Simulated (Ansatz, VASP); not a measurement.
**Tc: VASP beside Ansatz**

Wanted: the spread between two codes on one cell, functional and k mesh. The cell is taken from a series of runs on this material, whose earlier steps may have relaxed, scaled, displaced or heated it; both programs get it as it stands.

Main program and level: Ansatz 0.2.0; plane waves, with VASP 6.6.1 beside it; relaxation of cell and atoms at PBE.

## Step 1: The starting structure

It takes space group P6_3/mmc (No. 194, hexagonal). Conventional cell: a = 2.751 Å, b = 2.751 Å, c = 4.403 Å, α = 90.00°, β = 90.00°, γ = 120.00°. Tc has 12 Tc at 2.71 to 2.75 Å nearest.

## Step 2: VASP: relaxation of cell and atoms, PBE

The relaxed volume is the usual yardstick between codes: in a stiff, nearly cubic crystal its relative difference is about their pressure difference at one cell divided by the bulk modulus.

Lines of VASP's logs that name or quote its potential files are left out, and so is its time.

Input file INCAR:

```
SYSTEM = Tc
PREC = Accurate
ENCUT = 500
EDIFF = 1E-07
NELM = 120
ISMEAR = 1
SIGMA = 0.2
LREAL = .FALSE.
ALGO = Normal
GGA = PE
NBANDS = 19
LASPH = .TRUE.
LORBIT = 11
LWAVE = .FALSE.
LCHARG = .FALSE.
ISIF = 3
IBRION = 2
NSW = 80
EDIFFG = -0.005
GGA_COMPAT = .FALSE.
NELMIN = 4
KPAR = 2
```

Input file POSCAR:

```
Tc
1.0
    2.7513500000      0.0000000000      0.0000000000
   -1.3756750000      2.3827390000      0.0000000000
    0.0000000000      0.0000000000      4.4033550000
Tc
2
Direct
    0.3333334033      0.6666668066      0.2500000568
    0.6666665967      0.3333331934      0.7499999432
```

Input file KPOINTS:

```
Automatic mesh
0
Gamma
12 12 8
0 0 0
```

The projector-augmented-wave data sets are Tc_pv (PBE family, release 64).

Launch:

```console
mpirun -np 2 vasp_std
```

Numbers of over 12 decimals in the logs are rounded to 6 here.

The program printed:

```text
[banner, memory and clock lines left out]
running    2 mpi-ranks, on    1 nodes
 distrk:  each k-point on    1 cores,    2 groups
 distr:  one band on    1 cores,    1 groups

 POSCAR found type information on POSCAR Tc
 POSCAR found :  1 types and       2 ions
 LDA part: xc-table for (Slater+PW92), standard interpolation
 POSCAR, INCAR and KPOINTS ok, starting setup
 FFT: planning ... GRIDC
 FFT: planning ... GRID_SOFT
 FFT: planning ... GRID
 WAVECAR not read
 entering main loop
       N       E                     dE             d eps       ncg     rms          rms(c)
DAV:   1     0.306996857436E+03    0.30700E+03   -0.16205E+04  3618   0.140E+03
DAV:   2    -0.146086751818E+02   -0.32161E+03   -0.31599E+03  3866   0.418E+02
DAV:   3    -0.221199173087E+02   -0.75112E+01   -0.74450E+01  3986   0.752E+01
DAV:   4    -0.221656370712E+02   -0.45720E-01   -0.45711E-01  3946   0.653E+00
DAV:   5    -0.221660800549E+02   -0.44298E-03   -0.44298E-03  3957   0.622E-01    0.233E+01
DAV:   6    -0.208497474054E+02    0.13163E+01   -0.27515E+00  3886   0.160E+01    0.705E+00
DAV:   7    -0.207050624549E+02    0.14468E+00   -0.43623E-01  4003   0.593E+00    0.902E-01
DAV:   8    -0.206960807983E+02    0.89817E-02   -0.87908E-03  3739   0.945E-01    0.192E-01
DAV:   9    -0.206961633104E+02   -0.82512E-04   -0.22216E-04  4061   0.142E-01    0.193E-02
DAV:  10    -0.206961597222E+02    0.35882E-05   -0.10346E-05  3882   0.270E-02    0.733E-03
DAV:  11    -0.206961595301E+02    0.19213E-06   -0.56805E-07  4016   0.732E-03    0.130E-03
DAV:  12    -0.206961589659E+02    0.56423E-06   -0.48085E-08  2153   0.176E-03    0.193E-04
DAV:  13    -0.206961589966E+02   -0.30701E-07   -0.45826E-09  1985   0.566E-04
   1 F= -.20696159E+02 E0= -.20696087E+02  d E =-.206962E+02
 curvature:   0.00 expect dE= 0.000E+00 dE for cont linesearch  0.000E+00
 trial: gam= 0.00000 g(F)=  0.146E-40 g(S)=  0.161E-02 ort = 0.000E+00 (trialstep = 0.100E+01)
 search vector abs. value=  0.161E-02
 bond charge predicted
       N       E                     dE             d eps       ncg     rms          rms(c)
DAV:   1    -0.207357991341E+02   -0.39640E-01   -0.10648E+00  3811   0.116E+01    0.221E+00
DAV:   2    -0.206952807805E+02    0.40518E-01   -0.99331E-02  3799   0.318E+00    0.303E-01
DAV:   3    -0.206938336367E+02    0.14471E-02   -0.91604E-03  3889   0.912E-01    0.307E-01
DAV:   4    -0.206945697875E+02   -0.73615E-03   -0.51423E-04  3745   0.185E-01    0.140E-02
DAV:   5    -0.206946004286E+02   -0.30641E-04   -0.43045E-05  4000   0.608E-02    0.112E-02
DAV:   6    -0.206946028343E+02   -0.24057E-05   -0.59612E-06  3790   0.204E-02    0.277E-03
DAV:   7    -0.206946027401E+02    0.94246E-07   -0.94887E-08  2360   0.283E-03
   2 F= -.20694603E+02 E0= -.20694574E+02  d E =0.155626E-02
 trial-energy change:    0.001556  1 .order    0.001593   -0.001605    0.004792
 step:   0.2576(harm=  0.2510)  dis= 0.00000  next Energy=   -20.696366 (dE=-0.207E-03)
 bond charge predicted
       N       E                     dE             d eps       ncg     rms          rms(c)
DAV:   1    -0.207190947407E+02   -0.24492E-01   -0.59278E-01  3811   0.874E+00    0.160E+00
DAV:   2    -0.206967957056E+02    0.22299E-01   -0.55382E-02  3796   0.236E+00    0.224E-01
DAV:   3    -0.206959942590E+02    0.80145E-03   -0.50913E-03  3898   0.678E-01    0.218E-01
DAV:   4    -0.206963580281E+02   -0.36377E-03   -0.29596E-04  3733   0.137E-01    0.156E-02
DAV:   5    -0.206963659081E+02   -0.78800E-05   -0.21943E-05  3979   0.436E-02    0.103E-02
DAV:   6    -0.206963677209E+02   -0.18128E-05   -0.36334E-06  3754   0.141E-02    0.176E-03
DAV:   7    -0.206963678159E+02   -0.95087E-07   -0.49870E-08  2324   0.196E-03
   3 F= -.20696368E+02 E0= -.20696308E+02  d E =-.208819E-03
 curvature:  -0.13 expect dE=-0.101E-07 dE for cont linesearch -0.441E-08
 trial: gam= 0.00000 g(F)=  0.819E-41 g(S)=  0.803E-07 ort =-0.751E-05 (trialstep = 0.852E+00)
 search vector abs. value=  0.804E-07
 reached required accuracy - stopping structural energy minimisation
```

From OUTCAR (step 2):

```text
ion  position               nearest neighbor table
   1  0.333  0.667  0.250-   2 2.71   2 2.71   2 2.71   2 2.71   2 2.71   2 2.71
   2  0.667  0.333  0.750-   1 2.71   1 2.71   1 2.71   1 2.71   1 2.71   1 2.71

  LATTYP: Found a hexagonal cell.
 ALAT       =     2.7513500000
 C/A-ratio  =     1.6004343322

 Subroutine GETGRP returns: Found 24 space group operations
 (whereof 12 operations were pure point group operations)

The static configuration has the point symmetry D_3d.
 The point group associated with its full space group is D_6h.

 Found     95 irreducible k-points:

   k-points           NKPTS =     95   k-points in BZ     NKDIM =     95   number of bands    NBANDS=     19

   dimension x,y,z NGX =    20 NGY =   20 NGZ =   32
   dimension x,y,z NGXF=    40 NGYF=   40 NGZF=   64

   ENCUT  =  500.0 eV  36.75 Ry    6.06 a.u.   5.02  5.02  8.03*2*pi/ulx,y,z

   NELECT =      26.0000    total number of electrons

 k-points in reciprocal lattice and weights: Automatic mesh
   0.00000000  0.00000000  0.00000000       0.001
   0.08333333 -0.00000000  0.00000000       0.005
   0.16666667 -0.00000000  0.00000000       0.005
   0.25000000  0.00000000  0.00000000       0.005
   0.33333333 -0.00000000  0.00000000       0.005
   0.41666667  0.00000000  0.00000000       0.005
   0.50000000  0.00000000  0.00000000       0.003
   0.08333333  0.08333333  0.00000000       0.005
   0.16666667  0.08333333  0.00000000       0.010
[...]
0.33333333  0.25000000  0.50000000       0.010
   0.33333333  0.33333333  0.50000000       0.002

 average (electrostatic) potential at core
       1 -67.1346       2 -67.1346

 E-fermi :  12.5275

 k-point     1 :       0.0000    0.0000    0.0000
  band No.  band energies     occupation
    ...
     11      11.1067      2.00000
     12      11.7296      2.00000
     13      11.7296      2.00000
     14      12.4120      1.81923
     15      12.4121      1.81920
     16      14.2324     -0.00000
     17      15.0628     -0.00000
     18      15.0628     -0.00000
     19      23.5636      0.00000

 k-point     2 :       0.0833   -0.0000    0.0000
  band No.  band energies     occupation
    ...
     11      11.4834      2.00000
     12      11.6157      2.00000
     13      11.9350      2.00023
     14      12.0688      2.00554
     15      12.2401      2.06067
     16      13.0704     -0.00084
     17      15.1710     -0.00000
     18      16.6271      0.00000
     19      23.5266      0.00000

 k-point     3 :       0.1667   -0.0000    0.0000
  band No.  band energies     occupation
    ...
     12      11.8376      2.00001
     13      11.8749      2.00004
     14      12.1117      2.01229
     15      12.4269      1.74379
     16      12.5266      1.00763
     17      15.3980     -0.00000
     18      18.6699      0.00000
     19      23.3751      0.00000

  Total        0.0001391      0.0001391      0.0018141      0.0000000      0.0000000      0.0000000
  in kB        0.0077409      0.0077409      0.1009662      0.0000000      0.0000000      0.0000000
  external PRESSURE =       0.0388160 kB  Pullay stress =       0.0000000 kB

  energy-cutoff  :      500.00
  volume of cell :       28.79
      direct lattice vectors                 reciprocal lattice vectors
     2.748802880 -0.000000000  0.000000000     0.363794729  0.210036984 -0.000000000
    -1.374401440  2.380533130  0.000000000     0.000000000  0.420073969 -0.000000000
    -0.000000000  0.000000000  4.399284071    -0.000000000 -0.000000000  0.227309713

 POSITION                                       TOTAL-FORCE (eV/Angst)
 -----------------------------------------------------------------------------------
      0.00000      1.58702      1.09982         0.000000      0.000000      0.000000
      1.37440      0.79351      3.29946        -0.000000     -0.000000     -0.000000
 -----------------------------------------------------------------------------------
    total drift:                               -0.000000     -0.000133      0.000000

  FREE ENERGIE OF THE ION-ELECTRON SYSTEM (eV)
  ---------------------------------------------------
  free  energy   TOTEN  =       -20.6963678159 eV

  energy  without entropy=      -20.6961874728  energy(sigma->0) =      -20.69630770

 reached required accuracy - stopping structural energy minimisation

 total charge
# of ion       s       p       d       tot
------------------------------------------
    1        0.474   6.483   5.119  12.077
    2        0.474   6.483   5.119  12.077
--------------------------------------------------
tot          0.949  12.967  10.238  24.153

[... 3 further parts left out ...]
```

The run keeps the 24 symmetry operations of its start, so it cannot find a distortion of lower symmetry.

## Step 3: Ansatz: relaxation of cell and atoms, PBE

Ansatz runs on norm-conserving files, of PseudoDojo where its log says so.

The same cell, functional, mesh and smearing now go to Ansatz, which takes its cutoff from its data sets.

Input file input.yaml:

```yaml
crystal:
  lattice:
    - [2.7513498793, 0.0, 0.0]
    - [-1.3756749397, 2.3827388902, 0.0]
    - [0.0, 0.0, 4.4033547095]
  atoms:
    - { symbol: Tc, position: [0.3333333333, 0.6666666667, 0.25] }
    - { symbol: Tc, position: [0.6666666667, 0.3333333333, 0.75] }
kpoints:
  mp_grid: { grid: [12, 12, 8] }
hamiltonian:
  xc: pbe
  pseudopotentials: { kind: nc, accuracy: standard }
scf:
  occupations: { method: methfessel_paxton, width: 0.2 }
output:
  forces: true
  stress: true
  eigenvalues: true
relax:
  adjacent_minimum: "off"
  f_tol: 0.001
  max_steps: 60
  cell: { stress_tol: 0.01 }
```

Launch:

```console
ansatz run input.yaml --threads 16 --pin off --max-ram 92160MiB --backend cuda --events-out ev --progress --plain --runs-dir out --max-vram 78GiB
```

The program printed:

```text
Engine: ansatz 0.2.0, aarch64-unknown-linux-gnu
Pseudopotentials: kind: nc
Pseudopotential: Tc, nc, valence charge 15, recommended cutoff 1142.878222 eV (normal), Tc.nc.azcp (PseudoDojo's, or run here from an input of PseudoDojo's; its table is named by hamiltonian.pseudopotentials.accuracy)
Functional definition: PBE
  parameter kappa = 0.804
  parameter beta = 0.066725
  exchange = pbe_x(kappa = kappa, mu = beta*pi^2/3)
  correlation = pbe_c(beta = beta)
[...]
Crystal: 2 atoms, lattice volume = 28.867 Å³
Basis set: ecut = 1142.878222 eV, 2539 PW (Γ), exchange–correlation on 64×64×100 points (8 copies of the dense FFT grid, shifted against one another)
Bands: 19, of which v1, the nominal top of the filled ones, is band 15 counted from 1 (14 counted from 0)
Symmetry: 24 space group operations
Space group: P63/mmc (ITA 194), of the structure as read, at distance tolerance 3.1e-5 Å
k-points: 95 of 1152
Non-local potential: Tc, projectors of the file, l = 0: 2, l = 1: 2, l = 2: 2
Initial density: superposition of atomic densities (chi_scale 0.1, normalization cell)
Initial wavefunctions: pseudopotential atomic-orbital guess
[...]
Functional: x = pbe(κ = 0.804, μ = 0.219515), c = pbe(β = 0.066725)
SCF iter   1: F=—  HF=-4617.887514 eV  |F-HF|=—  |Δ(HF+E_count)|=         —  Δρ=5.52e-2  dr2=8.41e-1  ethr=3.10e-3  ⟨swp⟩=5.9  Hψ=8667  notcnv=0
preconditioner: auto → none  [metal: Δε(μ)=0.009 eV  Ē_g=5.169 eV  σ=0.200 eV  W_gap=0.04  n_scr=8 (ndim 8)  ℏωp=25.9 eV  f_vac=0.000  D(μ)=2.24/eV (n_scr^D=22)  sad-step TF]
SCF iter   2: F=—  HF=-4617.661111 eV  |F-HF|=—  |Δ(HF+E_count)|=   2.26e-1  S|Δr|=    0.00e0  Δρ=2.40e-2  dr2=1.58e-1  ethr=2.80e-3  ⟨swp⟩=2.8  Hψ=3465  notcnv=0
[...]
SCF iter   6: F=-4617.613966 eV  HF=-4617.613966 eV  |F-HF|=1.30e-9  |Δ(HF+E_count)|=   1.61e-7  S|Δr|=    0.00e0  Δρ=8.05e-6  dr2=2.44e-9  ethr=3.33e-10  ⟨swp⟩=8.3  Hψ=12881  notcnv=0
SCF 1 converged in 6 iterations: F = -4617.613966 eV  dr2 = 2.44e-9
relax step   1: F+E_penalty+E_count = -4617.61396629 eV  Δ(F+E_penalty+E_count) = +0.000e0 eV  max|allowed force component| = 6.476e-17 eV/Å  Δτ_max = 0.0000 Å  P = +0.201 GPa  Ω = 28.867 Å³  (6 SCF iters, dr2 threshold 1.00e-7 eV, accepted)
[...]
relax step   2: F+E_penalty+E_count = -4617.61393796 eV  Δ(F+E_penalty+E_count) = +2.833e-5 eV  max|allowed force component| = 4.742e-17 eV/Å  Δτ_max = 0.0000 Å  P = -0.301 GPa  Ω = 28.916 Å³  energy of the carried Pulay correction = -1.393e-5 eV  (2 SCF iters, dr2 threshold 1.55e-7 eV, rejected (line search))
[...]
relax step   3: F+E_penalty+E_count = -4617.61397367 eV  Δ(F+E_penalty+E_count) = -7.379e-6 eV  max|allowed force component| = 6.939e-17 eV/Å  Δτ_max = 0.0000 Å  P = -0.001 GPa  Ω = 28.887 Å³  energy of the carried Pulay correction = -5.603e-6 eV  (5 SCF iters, accepted)
[...]
relax step   4: F+E_penalty+E_count = -4617.61397975 eV  Δ(F+E_penalty+E_count) = -6.083e-6 eV  max|allowed force component| = 8.558e-17 eV/Å  Δτ_max = 0.0000 Å  P = -0.001 GPa  Ω = 28.887 Å³  stress off target by 5.14e-3 GPa  SCF on the basis re-selected at this cell (its energy is not comparable with the rows above)  (4 SCF iters)
basis re-selected at this cell: Δ(F+E_penalty+E_count) = -6.083e-6 eV, ΔP = +0.001 GPa vs the last step (what re-selecting the basis moved, of the pressure what is left beyond the Pulay correction that the steps carried, after the strain that the cell walked since its last selection, with what the two solves' SCF thresholds leave and, on support functions, any second-order correction that the steps lacked; it is no m [...]
SCF converged after 4 iterations
Stability not checked: this state was not tested for a lower state beside it, because cold or Methfessel-Paxton smearing, or corrected tetrahedra, fill the levels in a way that the test cannot read (fill_not_monotonic; see scf.lower_state_search)
Free energy (F): -4617.613980 eV
Harris-Foulkes:  -4617.613980 eV  (|F-HF|=1.82e-12)
Internal energy: -4617.613753 eV  (E = F + TS)
E sigma→0 (E₀):  -4617.613923 eV
Entropy (-TS):   -0.000227 eV (-0.113 meV/atom)
Fermi energy:    22.329619 eV
--- Per-component energies (eV) ---
  E_band       = -97.107737
  E_kinetic    = 1473.372184
  E_local      = -2680.039501  (includes V_loc(G=0)·N_el)
  E_nonlocal   = 560.484109
  E_hartree    = 610.400066
  E_xc         = -739.693614
  E_vxc        = -671.724686  (∫ρ·V_xc dr)
  E_ewald      = -3842.136996
  E_smearing   = -0.000227  (= −TS)
  E_closure    = -0.000000  (closes the sum)
  Σ components = -4617.613980   (vs F -4617.613980, Δ=0.00e0)
--- Forces (eV/Å), atoms counted from 1 ---
  atom   1  Tc     0.00000000     0.00000000     0.00000000
  atom   2  Tc     0.00000000    -0.00000000     0.00000000
  max |Σ_I F_I| component: 9.25e-18 eV/Å
--- Stress (GPa, compression-positive) ---
       -0.003433       0.000000       0.000000
        0.000000      -0.003433       0.000000
        0.000000       0.000000       0.005145
  P = ⅓ Tr σ = -0.0006 GPa (-0.006 kbar)
--- Band table (eV; the first three rows and the last of 95) ---
  k-point 0: bands = [... 11 lower, 20.8218, 20.9120, 21.5343, 21.5343, 22.2166, 22.2166, 24.0179, 24.8567]
  k-point 1: bands = [... 11 lower, 20.7346, 20.8212, 21.4322, 21.4322, 22.4463, 22.4463, 23.5150, 24.8672]
  k-point 2: bands = [... 11 lower, 20.6095, 20.6095, 21.1846, 21.1846, 22.3799, 22.9769, 22.9769, 24.8283]
  k-point 94: bands = [... 11 lower, 19.1146, 20.5927, 20.5927, 22.2643, 22.2643, 24.9248, 24.9248, 31.5938]
--- Relaxed structure (3 steps of the walk, 2 accepted, 1 SCFs on fresh bases) ---
  F+E_penalty+E_count = -4617.61397975 eV   max|allowed force component| = 8.558e-17 eV/Å   (the final SCF, on the basis selected at the relaxed cell)
  cell:  # Å, volume = 28.8867 Å³
    - [2.751806, 2.8872259641893394e-11, 0.0]
    - [-1.375903, 2.383134, 0.0]
    - [0.0, 0.0, 4.404862]
  atoms:
    - { symbol: Tc, position: [0.333333, 0.666667, 0.25] }
    - { symbol: Tc, position: [0.666667, 0.333333, 0.75] }
```

The column dr2 measures how far the density is from self-consistency, as an energy; F and HF (Harris–Foulkes) agree once it is small.

## Step 4: Differences

Known differences besides the potentials themselves: the data sets hold 30 valence electrons in Ansatz (on norm-conserving files, of PseudoDojo where its log says so) and 26 in VASP; the cutoff is 1142.88 eV in Ansatz and 500 eV in VASP; Ansatz adds a Pulay correction to the stress that steers its cell, VASP none. Total energies have different zeros and are not compared.

Compared:

```csv
quantity,Ansatz,VASP,difference
volume (Å³),28.89,28.79,+0.35 %
"edge a after relaxation, in the typed setting (Å)",2.752,2.749,+0.11 %
"edge c after relaxation, in the typed setting (Å)",4.405,4.399,+0.13 %
```

## Step 5: Summary of results

| Quantity | Value |
| --- | --- |
| difference in volume (relaxation of cell and atoms, PBE) | 0.35 % |

In words: The difference in volume is 0.35 % (relaxation of cell and atoms, PBE), within the 1.2 % picked in this series as the mark of a large difference, as far as the stopping tolerances let one tell. The data sets hold unlike numbers of valence electrons (30 in Ansatz and 26 in VASP), so part of the differences comes from the potentials. 3 further runs of this series are not shown here. Such differences can come from data sets, numerical settings and the points named under the comparisons, not from the functional's error against experiment.

[Lines on the potential files, build, host, timing and source positions are cut from VASP's logs without a mark.]

[Logs are printed without paths, hosts, clocks, repeated set-up lines and the standing remarks that a program may print on its own settings, such as how far it seeks lower states.]

[Hosts, paths, dates, database ids (printed as entryN), source tags and the programs' standing remarks are cut or masked in the printed files.]
